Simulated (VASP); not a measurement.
Input of a VASP 6.6.1 run:

File INCAR:

```
PREC = Normal ; ENCUT = 520
EDIFF = 1E-4 ; ISMEAR = 0
SIGMA = 0.15 ; LREAL = F
LASPH = T ; NELM = 60
ALGO = Fast ; ISIF = 3
LWAVE = F ; LCHARG = F
GGA = PE ; IBRION = 2
NSW = 24 ; EDIFFG = -0.08
```

The input KPOINTS:

```
Automatic mesh
0
Gamma
  4 4 2
```

Contents of POSCAR:

```
ZrAl3B3N
1.0
    3.2000000000      0.0000000000      0.0000000000
    0.0000000000      3.2000000000      0.0000000000
    0.0000000000      0.0000000000      9.0700000000
Zr Al B N
1 3 3 1
Direct
    0.0000000000      0.0000000000      0.0000000000
    0.0000000000      0.0000000000      0.5000000000
    0.5000000000      0.5000000000      0.2500000000
    0.5000000000      0.5000000000      0.7500000000
    0.5000000000      0.5000000000      0.5000000000
    0.0000000000      0.0000000000      0.2500000000
    0.0000000000      0.0000000000      0.7500000000
    0.5000000000      0.5000000000      0.0000000000
```

Potentials or basis: VASP PAW PBE potentials, release 64 (Zr_sv, Al, B, N).

The run is started by

```sh
$ cat potpaw_PBE.64/Zr_sv/POTCAR potpaw_PBE.64/Al/POTCAR potpaw_PBE.64/B/POTCAR potpaw_PBE.64/N/POTCAR > POTCAR
$ mpirun -np 1 vasp_std > vasp.out
```

Problem. Estimate the relaxed cell.

Solution. a = 3.186 Å, b = 3.186 Å, c = 9.355 Å, α = 90.00°, β = 90.00°, γ = 90.00°.

Problem. Predict the band gap on the k mesh.

Solution. None (metal or under the smearing width).

Problem. What does it give for the relaxed volume?

Solution. 11.87 Å³/atom.

Problem. Predict the space group after relaxing (to 0.05 Å).

Solution. P4/mmm (No. 123).

Final structure:
```cif
data_structure
_symmetry_space_group_name_H-M 'P 1'
_symmetry_Int_Tables_number 1
_cell_length_a 3.1864
_cell_length_b 3.1864
_cell_length_c 9.3545
_cell_angle_alpha 90.000
_cell_angle_beta 90.000
_cell_angle_gamma 90.000
_cell_volume 94.98
loop_
_atom_site_label
_atom_site_type_symbol
_atom_site_fract_x
_atom_site_fract_y
_atom_site_fract_z
_atom_site_occupancy
Zr1 Zr 0.00000 0.00000 0.00000 1
Al1 Al 0.00000 0.00000 0.50000 1
Al2 Al 0.50000 0.50000 0.24697 1
Al3 Al 0.50000 0.50000 0.75303 1
B1 B 0.50000 0.50000 0.50000 1
B2 B 0.00000 0.00000 0.25768 1
B3 B 0.00000 0.00000 0.74232 1
N1 N 0.50000 0.50000 0.00000 1
```

Caveat: the k mesh is coarse (spacing up to 0.49 Å⁻¹), so the values aren't converged.
